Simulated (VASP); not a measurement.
Here is the system:

```yaml
crystal:
  lattice:
    - [3.15822, 0.00000, 0.00000]
    - [-1.57911, 2.73510, 0.00000]
    - [0.00000, 0.00000, 5.21088]
  atoms:
    - { symbol: Pt, position: [0.00000, 0.00000, 0.00000] }
    - { symbol: Pt, position: [0.00000, 0.00000, 0.50000] }
    - { symbol: C, position: [0.33333, 0.66667, 0.25000] }
    - { symbol: C, position: [0.66667, 0.33333, 0.75000] }
```

The numbers are results of PBE GGA, VASP's PBE PAW potentials (set 64) (plane waves; VASP), not measurements. Run with 520 eV cut-off, 12×12×7 Γ-centred mesh, tetrahedra with Blöchl corrections, potentials Pt C.

The cores are frozen, which limits the accuracy of field gradients.

Task: Give the principal components of the electric field gradient (V/Å²) and the asymmetry η at each nucleus.

Result: 
```json
[
 {"atom": "Pt1", "Vxx": "95.9", "Vyy": "95.9", "Vzz": "-191.9", "η": "0.00"},
 {"atom": "Pt2", "Vxx": "95.9", "Vyy": "95.9", "Vzz": "-191.9", "η": "0.00"},
 {"atom": "C3", "Vxx": "0.8", "Vyy": "0.8", "Vzz": "-1.6", "η": "0.00"},
 {"atom": "C4", "Vxx": "0.8", "Vyy": "0.8", "Vzz": "-1.6", "η": "0.00"}
]
```

The structure was generated: PtC was put into the NiAs type type (P6_3/mmc), which need not be its known phase. It was relaxed first.
